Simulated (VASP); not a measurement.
A convergence study with VASP on V (bcc): one setting is varied, all else stays as given below, so the limit is that of these other settings.

```
CELL_PARAMETERS angstrom
     -1.51500     1.51500     1.51500
      1.51500    -1.51500     1.51500
      1.51500     1.51500    -1.51500
ATOMIC_POSITIONS crystal
  V  0.00000 0.00000 0.00000
```

The numbers are results of PBE GGA, VASP's PBE PAW potentials (set 64) (plane waves; VASP), not measurements. The tightest run used: 550 eV cut-off, 27×27×27 Γ-centred mesh, tetrahedra with Blöchl corrections, potentials V_sv.

The reference is 27×27×27 mesh, which took about 40 core-seconds. Times come from single runs on busy shared machines, so they are rough: good to a factor of about 2.

**Question.** Of the settings 3×3×3 mesh; 4×4×4 mesh; 5×5×5 mesh; 6×6×6 mesh; 7×7×7 mesh; 8×8×8 mesh; 9×9×9 mesh; 10×10×10 mesh; 11×11×11 mesh; 12×12×12 mesh; 13×13×13 mesh; 14×14×14 mesh; 16×16×16 mesh; 17×17×17 mesh; 18×18×18 mesh; 19×19×19 mesh; 20×20×20 mesh; 21×21×21 mesh; 22×22×22 mesh; 23×23×23 mesh; 24×24×24 mesh; 25×25×25 mesh; 26×26×26 mesh; 27×27×27 mesh, which is the lowest that keeps the difference from the reference in the stress, largest component (GPa) within 0.1 from there on, and what does it cost?

**Answer.** 9×9×9 mesh; its cost over the reference is about 1/10.
```csv
setting,"difference in the stress, largest component (GPa)",cost over the reference
3×3×3 mesh,2.19,about 1/20
4×4×4 mesh,2.11,about 1/20
5×5×5 mesh,0.16,about 1/20
6×6×6 mesh,0.37,about 1/10
7×7×7 mesh,0.39,about 1/10
8×8×8 mesh,0.50,about 1/8
9×9×9 mesh,0.05,about 1/10
10×10×10 mesh,0.07,about 1/7
11×11×11 mesh,0.01,about 1/6
12×12×12 mesh,0.04,about 1/8
13×13×13 mesh,0.04,about 1/5
14×14×14 mesh,0.01,about 1/4
16×16×16 mesh,0.03,about 1/3
17×17×17 mesh,0.04,about 1/2
18×18×18 mesh,0.01,within a factor of 2
19×19×19 mesh,0.01,about 1/2
20×20×20 mesh,0.01,within a factor of 2
21×21×21 mesh,0.02,within a factor of 2
22×22×22 mesh,0.01,within a factor of 2
23×23×23 mesh,0.01,within a factor of 2
24×24×24 mesh,0.01,within a factor of 2
25×25×25 mesh,0.01,within a factor of 2
26×26×26 mesh,0.01,within a factor of 2
27×27×27 mesh,0.00,reference
```

Left out are rungs that failed or repeat a setting and relaxations that didn't move; long series are thinned to 24 rows.

The compound is V in the bcc structure. The cell was not relaxed at this level. The run is not spin-polarised, so no magnetic state was tried.
